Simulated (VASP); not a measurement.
```xyz
2
Lattice="3.4702 0.0000 0.0000 0.0000 3.4702 0.0000 0.0000 0.0000 3.4702" Properties=species:S:1:pos:R:3 pbc="T T T"
Hf     0.0000     0.0000     0.0000
Sb     1.7351     1.7351     1.7351
```

The numbers are results of LDA (Ceperley-Alder, Perdew-Zunger), VASP's LDA PAW potentials (set 64) (plane waves; VASP 6.6.1), not measurements. Numerical set-up: 400 eV cut-off, Gaussian smearing of 0.050 eV, potentials Hf_pv Sb.

**Question.** Give the energies of bands 5 to 10 at the high-symmetry points, in eV from the Fermi level.

**Answer.** 
| band | Γ | X | M | R |
|---|---|---|---|---|
| 5 | -1.47 | -6.89 | -3.89 | -4.86 |
| 6 | -1.47 | -1.07 | -3.89 | -4.86 |
| 7 | 0.79 | -1.07 | -2.05 | -4.86 |
| 8 | 0.79 | -0.71 | 1.31 | 2.91 |
| 9 | 0.79 | 3.22 | 1.31 | 2.91 |
| 10 | 3.06 | 4.43 | 3.01 | 2.91 |

It has no gap at this level: it comes out as a metal or semimetal.

The structure was generated: HfSb was put into the CsCl type type (Pm-3m), which need not be its known phase. It was relaxed first, which changed the volume by -39 %. The electron count is odd and the run is not spin-polarised, which forces a metal.
